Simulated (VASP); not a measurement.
Here is the system:

```yaml
crystal:
  lattice:
    - [0.00000, 2.26342, 2.26342]
    - [2.26342, 0.00000, 2.26342]
    - [2.26342, 2.26342, 0.00000]
  atoms:
    - { symbol: B, position: [0.00000, 0.00000, 0.00000] }
    - { symbol: P, position: [0.25000, 0.25000, 0.25000] }
```

All values below come from r2SCAN+rVV10, VASP's PBE PAW potentials (set 64) (plane waves; VASP). Settings: 520 eV cut-off, 11×11×11 Γ-centred mesh, tetrahedra with Blöchl corrections, potentials B P.

What does the run give for the energy per atom (σ→0), band gap (over mesh and band path) with the smallest direct gap where there is one?

The band gap (over mesh and band path) is 1.42 eV, the smallest direct gap (over mesh and band path) is 3.65 eV and the energy per atom (σ→0) comes out as -8.613 eV/atom.

Only differences to runs with the same potentials and settings are physical.

The compound is BP in the zinc blende structure. It was relaxed first.
